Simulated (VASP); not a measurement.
A VASP calculation is set up with these files.

**KPOINTS**
```
Automatic mesh
0
Gamma
10 10 3
0 0 0
```

INCAR:
```
SYSTEM=C
PREC=Accurate; ENCUT=520; LREAL=.False.
LASPH=.True.
EDIFF=1E-7; NELM=100; ALGO=Normal
ISMEAR=0; SIGMA=0.05
GGA=RE
IBRION=2; NSW=30; ISIF=4
EDIFFG=-0.01
LWAVE=.False.; LCHARG=.False.
```

### POSCAR
```
C
1
    1.2126337180    -2.1003427188     0.0000000000
    1.2126337180     2.1003427188     0.0000000000
    0.0000000000     0.0000000000     9.3535794198
C
4
Direct
  0.0000000000   0.0000000000   0.2500000000
  0.0000000000   0.0000000000   0.7500000000
  0.3333330000   0.6666670000   0.2500000000
  0.6666670000   0.3333330000   0.7500000000
```

POTCAR, in this order: C (PBE.64 set). Program: vasp_std.

Problem. Write an equivalent input for Quantum ESPRESSO's pw.x.

Solution. One equivalent input (not run):
```
&CONTROL
  calculation = 'vc-relax'
  pseudo_dir = './pseudo'
  outdir = './out'
  tprnfor = .true.
  tstress = .true.
  nstep = 30
  forc_conv_thr = 0.00039
/
&SYSTEM
  ibrav = 0
  nat = 4
  ntyp = 1
  ecutwfc = 82
  occupations = 'smearing'
  smearing = 'gaussian'
  degauss = 0.003675
  input_dft = 'revpbe'
/
&ELECTRONS
  conv_thr = 7.3e-09
  electron_maxstep = 100
/
&IONS
/
&CELL
  cell_dofree = 'shape'
/
ATOMIC_SPECIES
  C 12.011 C.upf
CELL_PARAMETERS angstrom
     1.2126337   -2.1003427    0.0000000
     1.2126337    2.1003427    0.0000000
     0.0000000    0.0000000    9.3535794
ATOMIC_POSITIONS crystal
  C    0.0000000  0.0000000  0.2500000
  C    0.0000000  0.0000000  0.7500000
  C    0.3333330  0.6666670  0.2500000
  C    0.6666670  0.3333330  0.7500000
K_POINTS automatic
  10 10 3 0 0 0
```
The two are equivalent in intent, not identical: the potentials are each code's own (VASP's PAW set, PseudoDojo norm-conserving files in pw.x), so ENCUT and ecutwfc are chosen apart and not converted; conv_thr bounds pw.x's estimated SCF error, while EDIFF bounds the energy change between steps; forc_conv_thr acts on force components and is met together with etot_conv_thr.

The compound is C in the graphite structure. This cell is one point of a volume scan, at 0.94 of the reference volume. Symmetry was kept, so distortions that lower it aren't found.
